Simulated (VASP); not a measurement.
Input:

```
CELL_PARAMETERS angstrom
      3.75208     0.00000     0.00000
      0.00000     3.75208     0.00000
      0.00000     0.00000     5.30233
ATOMIC_POSITIONS crystal
  Ba 0.50000 0.50000 0.50000
  Sr 0.00000 0.00000 0.00000
  O  0.50000 0.50000 0.00000
  O  0.00000 0.00000 0.50000
```

These are LDA (Ceperley-Alder, Perdew-Zunger), VASP's LDA PAW potentials (set 64) (plane waves; VASP) values and carry that method's errors. Settings: 520 eV cut-off, 7×7×5 Γ-centred mesh, tetrahedra with Blöchl corrections, potentials Ba_sv Sr_sv O.

**Question.** What does the run give for the energy per atom (σ→0)?

**Answer.** 
The energy per atom (σ→0) is -6.562 eV/atom.

Total energies compare only between runs with the same potentials, cut-off and functional.

The structure comes from a computed database's BaSrO2 entry (P4/mmm); how it stands against other phases isn't given here. It was relaxed first, which changed the volume by -7 %.
